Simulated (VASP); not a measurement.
An input for Ansatz (written as the equivalent of a VASP run, and not itself run):

Ansatz 0.2 input:
```yaml
crystal:
  lattice:
    - [0.0000000, 2.7364850, 2.7364850]
    - [2.7364850, 0.0000000, 2.7364850]
    - [2.7364850, 2.7364850, 0.0000000]
  atoms:
    - { symbol: Al, position: [-0.0027960, -0.0030290, 0.0028600] }
    - { symbol: P, position: [0.7527960, 0.7530290, 0.7471400] }
kpoints:
  mp_grid: { grid: [8, 8, 8] }
hamiltonian:
  xc: pbe0
  pseudopotentials: { kind: paw }
scf:
  occupations: { method: gaussian, width: 0.01 }
  max_iter: 100
output: { forces: true, stress: true, eigenvalues: true }
```

Translate this input to VASP (INCAR, KPOINTS, POSCAR, choice of POTCAR).

One answer among several that fit: 
**INCAR**
```
SYSTEM = AlP
PREC = Accurate
ENCUT = 300
EDIFF = 1E-6
NELM = 100
ALGO = Normal
LREAL = .FALSE.
LASPH = .TRUE.
ISMEAR = 0
SIGMA = 0.01
GGA = PE
AEXX = 0.25
HFRCUT = -1
LHFCALC = .TRUE.
PRECFOCK = Fast
ISYM = 3
LWAVE = .FALSE.
LCHARG = .FALSE.
ISIF = 2
```

### POSCAR
```
AlP
1
    0.0000000000     2.7364850000     2.7364850000
    2.7364850000     0.0000000000     2.7364850000
    2.7364850000     2.7364850000     0.0000000000
Al P
1 1
Direct
 -0.0027960000  -0.0030290000   0.0028600000
  0.7527960000   0.7530290000   0.7471400000
```

### KPOINTS
```
K-points
0
gamma
8 8 8
```

POTCAR, in this order: Al P (PBE.64 set). Program: vasp_std.

Limits of the translation: each code has its own PAW files, so the cut-off isn't converted (ENCUT is set for VASP's; basis.ecutwfc is left out, and Ansatz then takes the one that its files recommend); Ansatz stops its SCF on the density residual and VASP on the energy change (EDIFF).

The structure comes from a computed database's AlP entry; how it stands against other phases isn't given here. The cell was not relaxed at this level. The run is one of a series of settings (HFRCUT = -1, HFSCREEN removed against the base run), some of them coarse on purpose.
